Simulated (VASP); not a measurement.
All values below come from RPBE GGA, VASP's PBE PAW potentials (set 64) (plane waves; VASP).

A VASP calculation is set up with these files.

INCAR:
```
! general
SYSTEM  = RuAl
PREC    = Accurate
ENCUT   = 520
LREAL   = F   ! projection in real space or not
LASPH   = T   ! aspherical one-centre terms

! electronic loop
EDIFF   = 1E-6
NELM    = 100   ! most electronic steps
ALGO    = Normal
LMAXMIX = 4   ! l cut-off of mixed one-centre charges

! smearing
ISMEAR  = 1
SIGMA   = 0.1

! functional
GGA     = RP   ! RPBE

! ions
IBRION  = 2
NSW     = 60
ISIF    = 3
EDIFFG  = -0.01   ! ionic stop

! output
LWAVE   = F
LCHARG  = F
```

### POSCAR
```
RuAl
1
    3.0207415301     0.0000000000    -0.0000000000
   -0.0000000000     3.0207415301     0.0000000000
   -0.0000000000     0.0000000000     3.0207415301
Al Ru
1 1
Direct
  0.5000000000   0.5000000000   0.5000000000
  0.0000000000   0.0000000000   0.0000000000
```

**KPOINTS**
```
Automatic
0
gamma
 11 11 11
```

POTCAR, in this order: Al Ru_pv (PBE.64 set). Program: vasp_std.

**Question.** What will the output report for the number of irreducible k-points (NKPTS), largest plane-wave count, number of space-group operations, FFT grid (NGX, NGY, NGZ)?

**Answer.** 
```yaml
number of irreducible k-points (NKPTS): 56
largest_plane_wave_count: 753
number_of_space_group_operations: 48
FFT grid (NGX, NGY, NGZ): 24 × 24 × 24
```

The compound is RuAl in the CsCl type structure. It was relaxed first. The start is the result of an earlier pass. The electron count is odd and the run is not spin-polarised, which forces a metal.
